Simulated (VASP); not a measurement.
Level of theory: LDA (Ceperley-Alder, Perdew-Zunger), VASP's LDA PAW potentials (set 64) (plane waves; VASP 6.6.1).

VASP ran on this input.

### POSCAR
```
Al2O3
5.1779550
  0.4639891617   0.2678843289   0.8443648120
 -0.4639891617   0.2678843289   0.8443648120
  0.0000000000  -0.5357684646   0.8443648120
Al O
4 6
Cart
 -0.0038000712   0.0110470402   0.3788724017
  0.0098685855  -0.0096519736   2.1550216477
 -0.0046436035  -0.0062968198   0.8884085693
 -0.0114596043   0.0114098516   1.6398577886
  0.1842533441   0.2686716891   1.4792359592
 -0.1881271896  -0.2755778202   1.0545483228
 -0.3242472260   0.0231632615   1.4794673151
  0.3229582641  -0.0298339228   1.0472015046
  0.1458290096  -0.2852473376   1.4868284876
 -0.1306310446   0.2923167293   1.0560293387
```

**INCAR**
```
SYSTEM = Al2O3
PREC = Accurate; ENCUT = 320; LREAL = .False.
LASPH = .True.
EDIFF = 1E-6; NELM = 100; ALGO = Normal
ISMEAR = -1; SIGMA = 0.5
ISIF = 2
LWAVE = .False.; LCHARG = .False.
```

### KPOINTS
```
Automatic
0
G
  6 6 6
0.5 0.5 0.5
```

POTCAR, in this order: Al O (LDA.64 set). Program: vasp_std.

The run wrote:

File OUTCAR:
```
 ion  position               nearest neighbor table
   1  0.152  0.161  0.136-   6 1.83   5 1.95  10 1.95   8 1.97   9 2.00   7 2.02   3 2.64   2 2.70
                             2 2.82   2 2.92   3 3.20   3 3.31   3 3.31
   2  0.855  0.834  0.863-   5 1.83   7 1.91   6 1.91   9 1.93  10 1.93   8 2.03   4 2.67   1 2.70
                             1 2.82   1 2.92   4 3.17   4 3.22
   3  0.342  0.352  0.359-   8 1.89  10 1.89   6 1.89   5 1.94   7 1.95   9 2.00   1 2.64   4 2.74
                             4 2.80   4 2.91   1 3.20   1 3.31   1 3.31
   4  0.642  0.667  0.633-   7 1.82   5 1.87   8 1.88   9 1.91  10 1.99   6 2.01   2 2.67   3 2.74
                             3 2.80   3 2.91   2 3.17   2 3.22
   5  0.950  0.553  0.250-   2 1.83   4 1.87   3 1.94   1 1.95
   6  0.042  0.448  0.759-   1 1.83   3 1.89   2 1.91   4 2.01
   7  0.249  0.948  0.555-   4 1.82   2 1.91   3 1.95   1 2.02
   8  0.743  0.047  0.451-   4 1.88   3 1.89   1 1.97   2 2.03
   9  0.567  0.252  0.942-   4 1.91   2 1.93   3 2.00   1 2.00
  10  0.458  0.740  0.053-   3 1.89   2 1.93   1 1.95   4 1.99
  LATTYP: Found a trigonal (rhomboedric) cell.
 ALAT       =     5.1779547193
 COS(alpha) =     0.5694280527
 Subroutine PRICEL returns:
 Original cell was already a primitive cell.
 Subroutine GETGRP returns: Found  1 space group operations
The static configuration has the point symmetry C_1 .
The dynamic configuration has the point symmetry C_1 .
 Subroutine INISYM returns: Found  1 space group operations
 Subroutine IBZKPT returns following result:
...
```

### OSZICAR
```
       N       E                     dE             d eps       ncg     rms          rms(c)
DAV:   1     0.172630846380E+03    0.17263E+03   -0.19507E+04  6576   0.103E+03
DAV:   2    -0.809174212948E+02   -0.25355E+03   -0.24581E+03  8288   0.263E+02
DAV:   3    -0.904590525258E+02   -0.95416E+01   -0.95177E+01  7776   0.576E+01
DAV:   4    -0.905296959162E+02   -0.70643E-01   -0.70561E-01  7770   0.551E+00
DAV:   5    -0.905306037669E+02   -0.90785E-03   -0.90770E-03  7656   0.594E-01    0.158E+01
DAV:   6    -0.836293947319E+02    0.69012E+01   -0.26982E+01  7470   0.269E+01    0.651E+00
DAV:   7    -0.833989119682E+02    0.23048E+00   -0.56130E-01  7686   0.412E+00    0.339E+00
DAV:   8    -0.832867105893E+02    0.11220E+00   -0.64206E-02  7572   0.204E+00    0.633E-01
DAV:   9    -0.832823472460E+02    0.43633E-02   -0.74717E-03  7776   0.526E-01    0.262E-01
DAV:  10    -0.832823870242E+02   -0.39778E-04   -0.37251E-04  7596   0.138E-01    0.107E-01
DAV:  11    -0.832823882106E+02   -0.11864E-05   -0.10236E-04  7770   0.695E-02    0.386E-02
DAV:  12    -0.832823895054E+02   -0.12948E-05   -0.91052E-06  7698   0.218E-02    0.915E-03
DAV:  13    -0.832823891018E+02    0.40353E-06   -0.37292E-06  7608   0.131E-02
   1 F= -.83282389E+02 E0= -.83275391E+02  d E =-.139968E-01
```

**OUTCAR**
```
------------------------ aborting loop because EDIFF is reached ----------------------------------------
  FORCE on cell =-STRESS in cart. coord.  units (eV):
  Direction    XX          YY          ZZ          XY          YZ          ZX
  --------------------------------------------------------------------------------------
  Total      -23.1889713    -25.8735752    -24.8178083     -0.7603545     -0.8496458      0.6561108
  in kB     -424.9920775   -474.1937147   -454.8443206    -13.9352731    -15.5717451     12.0247625
  external PRESSURE =    -451.3433710 kB  Pullay stress =       0.0000000 kB
  volume of cell :       87.42
      direct lattice vectors                 reciprocal lattice vectors
     2.402515000  1.387093000  4.372083000     0.208115246  0.120155395  0.076241300
    -2.402515000  1.387093000  4.372083000    -0.208115246  0.120155395  0.076241300
     0.000000000 -2.774185000  4.372083000     0.000000000 -0.240310789  0.076241328
 POSITION                                       TOTAL-FORCE (eV/Angst)
 -----------------------------------------------------------------------------------
     -0.01968      0.05720      1.96178         0.847848     -1.020738     -0.506368
      0.05110     -0.04998     11.15861        -1.155160      0.983614      0.136212
     -0.02404     -0.03260      4.60014         0.364095      0.652114      0.542146
     -0.05934      0.05908      8.49111         0.814510     -1.097058      0.147397
      0.95406      1.39117      7.65942         0.088909     -0.078621     -0.013026
     -0.97411     -1.42693      5.46040         0.768943      0.797031      0.054522
     -1.67894      0.11994      7.66062        -0.302412      0.000004     -0.509396
      1.67226     -0.15448      5.42236         0.009806      0.692905      0.672963
      0.75510     -1.47700      7.69873        -0.226054     -0.429741     -0.863423
     -0.67640      1.51360      5.46807        -1.210484     -0.499511      0.338973
 -----------------------------------------------------------------------------------
    total drift:                               -0.000772     -0.000842      0.000631
  FREE ENERGIE OF THE ION-ELECTRON SYSTEM (eV)
  ---------------------------------------------------
  free  energy   TOTEN  =       -83.2823891018 eV

  energy  without entropy=      -83.2683923026  energy(sigma->0) =      -83.27539070
```
(Selected blocks of OUTCAR.)

At this cut-off the stress carries a Pulay error, which pulls relaxed volumes low.

The structure comes from a computed database's Al2O3 entry; how it stands against other phases isn't given here. The cell was not relaxed at this level, atoms are displaced from their ideal sites. The run is one of a series of settings (ENCUT = 320, GGA removed, ISMEAR = -1, SIGMA = 0.5, KPOINTS 6×6×6 Γ-centred mesh shifted by (0.5, 0.5, 0.5), POTCAR Al O (LDA.64 set) against the base run), some of them coarse on purpose.
